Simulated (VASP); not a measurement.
Level of theory: PBEsol GGA, VASP's PBE PAW potentials (set 64) (plane waves; VASP).

A VASP calculation is set up with these files.

File KPOINTS:
```
Automatic mesh
0
Gamma
5 5 5
0 0 0
```

File POSCAR:
```
TaV2
1
    0.0000000000     3.5084000000     3.5084000000
    3.5084000000     0.0000000000     3.5084000000
    3.5084000000     3.5084000000     0.0000000000
Ta V
2 4
Direct
  0.0000000000   0.0000000000   0.0000000000
  0.2500000000   0.2500000000   0.2500000000
  0.6250000000   0.6250000000   0.6250000000
  0.1250000000   0.6250000000   0.6250000000
  0.6250000000   0.6250000000   0.1250000000
  0.6250000000   0.1250000000   0.6250000000
```

**INCAR**
```
# general
SYSTEM  = TaV2
PREC    = Accurate
ENCUT   = 300
LREAL   = .False.
LASPH   = .True.

# electronic loop
EDIFF   = 1E-6
NELM    = 100
ALGO    = Normal
LMAXMIX = 6

# smearing
ISMEAR  = -1
SIGMA   = 0.1

# functional
GGA     = PS

# spin
ISPIN   = 2
MAGMOM  = 2*0.0 4*2.0

# ions
ISIF    = 2

# output
LWAVE   = .False.
LCHARG  = .False.
LORBIT  = 11
```

POTCAR, in this order: Ta_pv V_sv (PBE.64 set). Program: vasp_std.

At this cut-off the stress carries a Pulay error, which pulls relaxed volumes low. Unless said otherwise, spin-orbit coupling is left out, though it shifts the bands of the heavy elements here.

**Question.** Predict the energy per atom (σ→0), cell moment, pressure, band gap (on the k-mesh).

**Answer.** 
```yaml
energy per atom (σ→0): -10.723 eV/atom
cell_moment: 0.00 μB
band gap (on the k-mesh): none (metal, semimetal or under 0.01 eV)
pressure: 30.1 kbar
```

File OSZICAR:
```
...
DAV:   9    -0.644664933933E+02   -0.26184E-01   -0.21834E-01  2224   0.261E+00    0.166E+00
DAV:  10    -0.644571507319E+02    0.93427E-02   -0.17071E-02  2376   0.560E-01    0.500E-01
DAV:  11    -0.644543402654E+02    0.28105E-02   -0.40242E-03  2296   0.464E-01    0.152E-01
DAV:  12    -0.644543779754E+02   -0.37710E-04   -0.35356E-04  2488   0.107E-01    0.812E-02
DAV:  13    -0.644543994496E+02   -0.21474E-04   -0.41408E-05  2248   0.351E-02    0.284E-02
DAV:  14    -0.644543982927E+02    0.11569E-05   -0.20119E-05  2088   0.168E-02    0.847E-03
DAV:  15    -0.644543980307E+02    0.26192E-06   -0.13045E-06  1280   0.716E-03
   1 F= -.64454398E+02 E0= -.64340750E+02  d E =-.227296E+00  mag=     0.0004
```

The structure comes from a measured TaV2 entry of the Crystallography Open Database, whose conditions weren't checked. The cell was not relaxed at this level, and its volume differs by -5.9 % from the start's. The k-mesh is coarse (spacing up to 0.31 per Å, 2π included), so the numbers may not be converged in it.
